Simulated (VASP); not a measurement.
Energy against volume of PbF₂ (fluorite). Computed with AM05 GGA, VASP's PBE PAW potentials (set 64) (plane waves; VASP). Settings: 520 eV cut-off, 7×7×7 Γ-centred mesh, Gaussian smearing of 0.050 eV, potentials Pb_d F.

```
V (Å³/atom)  E (eV/atom)
-----------  -----------
16.807          -4.79117
17.326          -4.79594
17.846          -4.79354
18.366          -4.78531
```

Fit these four points and predict the energy of the run at 16.287 Å³/atom.

A cubic in V^(−2/3), the third-order Birch-Murnaghan form, passes through the four points with V0 = 17.40 Å³/atom and B0 = 72 GPa, and gives -4.7776 eV/atom there. The run gave -4.7781 eV/atom, -0.6 meV/atom from the fit; all five points give B0 = 71 GPa.

The compound is PbF2 in the fluorite structure, the β form. It was relaxed first.
